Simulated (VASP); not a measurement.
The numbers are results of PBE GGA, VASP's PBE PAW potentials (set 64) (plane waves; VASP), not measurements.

VASP input:

**POSCAR**
```
Si atom
1
   12.0000000000     0.0000000000     0.0000000000
    0.0000000000    12.5000000000     0.0000000000
    0.0000000000     0.0000000000    13.0000000000
Si
1
Direct
  0.0000000000   0.0000000000   0.0000000000
```

**KPOINTS**
```
Automatic mesh
0
gamma
  1 1 1
0 0 0
```

### INCAR
```
SYSTEM = Si atom
PREC = Normal
ENCUT = 520
EDIFF = 1E-6
NELM = 200
ALGO = All
LREAL = .FALSE.
LASPH = .TRUE.
ISMEAR = 0
SIGMA = 0.01
GGA = PE
ISPIN = 2
MAGMOM = 2
LORBIT = 10
LWAVE = .FALSE.
LCHARG = .FALSE.
ISYM = 0
NUPDOWN = 2
```

POTCAR, in this order: Si (PBE.64 set). Program: vasp_gam. Read from the step before: WAVECAR.

Output

OUTCAR:
```
 ion  position               nearest neighbor table
   1  0.000  0.000  0.000-
 Subroutine IBZKPT returns following result:
 Found      1 irreducible k-points:

 Following reciprocal coordinates:
            Coordinates               Weight
  0.000000  0.000000  0.000000      1.000000
   k-points           NKPTS =      1   k-points in BZ     NKDIM =      1   number of bands    NBANDS=      7
   number of dos      NEDOS =    301   number of ions     NIONS =      1
   total plane-waves  NPLWV = 392000
   dimension x,y,z NGX =    70 NGY =   70 NGZ =   80
   dimension x,y,z NGXF=   140 NGYF=  140 NGZF=  160
   ions per type =               1
   PREC   = normal    normal or accurate (medium, high low for compatibility)
   ISTART =      1    job   : 0-new  1-cont  2-samecut
   ICHARG =      0    charge: 1-file 2-atom 10-const
   ISPIN  =      2    spin polarized calculation?
   LNONCOLLINEAR =      F non collinear calculations
   LSORBIT =      F    spin-orbit coupling
   INIWAV =      1    electr: 0-lowe 1-rand  2-diag
   ENCUT  =  520.0 eV  38.22 Ry    6.18 a.u.  22.31 23.24 24.17*2*pi/ulx,y,z
   NELM   =    200;   NELMIN=  2; NELMDL=  0     # of ELM steps
   EDIFF  = 0.1E-05   stopping-criterion for ELM
   LREAL  =      F    real-space projection
   NLSPLINE    = F    spline interpolate recip. space projectors
   LMAXMIX     =    2 max onsite mixed and CHGCAR
   VOSKOWN=      0    Vosko Wilk Nusair interpolation
   EDIFFG = 0.1E-04   stopping-criterion for IOM
   NSW    =      0    number of steps for IOM
   NBLOCK =      1;   KBLOCK =      1    inner block; outer block
   IBRION =     -1    ionic relax: 0-MD 1-quasi-New 2-CG
   NFREE  =      0    steps in history (QN), initial steepest desc. (CG)
   ISIF   =      2    stress and relaxation
   ISYM   =      0    0-nonsym 1-usesym 2-fastsym
   TEIN   =    0.0    initial temperature
   TEBEG  =    0.0;   TEEND  =   0.0 temperature during run
   SMASS  =  -3.00    Nose mass-parameter (am)
   PSTRESS=    0.0 pullay stress
   NELECT =       4.0000    total number of electrons
...
```

File OSZICAR:
```
       N       E                     dE             d eps       ncg     rms           ort
SDA:   1    -0.814201247298E+00   -0.81420E+00    0.00000E+00     7   0.645E-06   0.000E+00
CGA:   2    -0.814201440929E+00   -0.19363E-06   -0.20775E-06     7   0.188E-06   0.413E-07
   1 F= -.81420144E+00 E0= -.81034564E+00  d E =-.771161E-02  mag=     2.0000
```

### OUTCAR
```
------------------------ aborting loop because EDIFF is reached ----------------------------------------
  FORCE on cell =-STRESS in cart. coord.  units (eV):
  Direction    XX          YY          ZZ          XY          YZ          ZX
  --------------------------------------------------------------------------------------
  Total       -0.0054532      0.0055619     -0.0015848     -0.0009104      0.0034680     -0.0003716
  in kB       -0.0044805      0.0045698     -0.0013021     -0.0007480      0.0028494     -0.0003053
  external PRESSURE =      -0.0004043 kB  Pullay stress =       0.0000000 kB
  volume of cell :     1950.00
      direct lattice vectors                 reciprocal lattice vectors
    12.000000000  0.000000000  0.000000000     0.083333333  0.000000000  0.000000000
     0.000000000 12.500000000  0.000000000     0.000000000  0.080000000  0.000000000
     0.000000000  0.000000000 13.000000000     0.000000000  0.000000000  0.076923077
 POSITION                                       TOTAL-FORCE (eV/Angst)
 -----------------------------------------------------------------------------------
      0.00000      0.00000      0.00000        -0.000044     -0.000051     -0.000048
 -----------------------------------------------------------------------------------
    total drift:                               -0.000044     -0.000051     -0.000048
  FREE ENERGIE OF THE ION-ELECTRON SYSTEM (eV)
  ---------------------------------------------------
  free  energy   TOTEN  =        -0.8142014409 eV

  energy  without entropy=       -0.8064898338  energy(sigma->0) =       -0.81034564

 total charge

# of ion       s       p       d       tot
------------------------------------------
    1        0.947   0.569   0.000   1.516

 magnetization (x)

# of ion       s       p       d       tot
------------------------------------------
    1        0.003   0.569   0.000   0.572
```
(Selected blocks of OUTCAR.)

### OUTCAR
```
 val. band max:       -4.4980424263   @ k =   0.0000   0.0000   0.0000

 cond. band min:      -2.8754530899   @ k =   0.0000   0.0000   0.0000


 Fermi energy:        -4.4951501050

 spin component 1

 k-point     1 :       0.0000    0.0000    0.0000
  band No.  band energies     occupation
      1     -11.2511      1.00000
      2      -4.4983      0.67541
      3      -4.4981      0.66679
      4      -4.4980      0.65780
      5      -0.5145      0.00000
      6       0.5281      0.00000
      7       0.5611      0.00000

 Fermi energy:        -9.5208557938

 spin component 2

 k-point     1 :       0.0000    0.0000    0.0000
  band No.  band energies     occupation
      1      -9.5720      1.00000
      2      -2.8755      0.00000
      3      -2.8695      0.00000
      4      -2.8621      0.00000
      5      -0.0171      0.00000
      6       0.8916      0.00000
      7       0.9640      0.00000
```

The atom may not be in its lowest state.

The cell is a free atom in a box.
